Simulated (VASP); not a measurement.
VASP ran on this input.

### KPOINTS
```
Automatic mesh
0
Gamma
11 11 11
0 0 0
```

POSCAR:
```
AuZn
1
    3.2184212853     0.0000000000     0.0000000000
    0.0000000000     3.2184212853     0.0000000000
    0.0000000000     0.0000000000     3.2184212853
Zn Au
1 1
Direct
  0.5000000000   0.5000000000   0.5000000000
  0.0000000000   0.0000000000   0.0000000000
```

### INCAR
```
SYSTEM = AuZn
PREC = Accurate
ENCUT = 520
EDIFF = 1E-7
NELM = 100
ALGO = Normal
LREAL = .FALSE.
LASPH = .TRUE.
ISMEAR = 1
SIGMA = 0.1
GGA = BO
PARAM1 = 0.1833333333
PARAM2 = 0.22
LUSE_VDW = .TRUE.
AGGAC = 0.0
LMAXMIX = 6
LWAVE = .FALSE.
LCHARG = .FALSE.
ISIF = 2
```

POTCAR, in this order: Zn Au (PBE.64 set). Program: vasp_std.

### Question
Write an equivalent input for Quantum ESPRESSO's pw.x.

### Answer
One equivalent input (not run):
```
&CONTROL
  calculation = 'scf'
  pseudo_dir = './pseudo'
  outdir = './out'
  tprnfor = .true.
  tstress = .true.
/
&SYSTEM
  ibrav = 0
  nat = 2
  ntyp = 2
  ecutwfc = 84
  occupations = 'smearing'
  smearing = 'methfessel-paxton'
  degauss = 0.00735
  input_dft = 'vdw-df-obk8'
/
&ELECTRONS
  conv_thr = 7.3e-09
  electron_maxstep = 100
/
ATOMIC_SPECIES
  Zn 65.380 Zn.upf
  Au 196.967 Au.upf
CELL_PARAMETERS angstrom
     3.2184213    0.0000000    0.0000000
     0.0000000    3.2184213    0.0000000
     0.0000000    0.0000000    3.2184213
ATOMIC_POSITIONS crystal
  Zn   0.5000000  0.5000000  0.5000000
  Au   0.0000000  0.0000000  0.0000000
K_POINTS automatic
  11 11 11 0 0 0
```
The two are equivalent in intent, not identical: the potentials are each code's own (VASP's PAW set, PseudoDojo norm-conserving files in pw.x), so ENCUT and ecutwfc are chosen apart and not converted; conv_thr bounds pw.x's estimated SCF error, while EDIFF bounds the energy change between steps.

The compound is AuZn in the CsCl type structure. This cell is one point of a volume scan, at 1.03 of the reference volume.
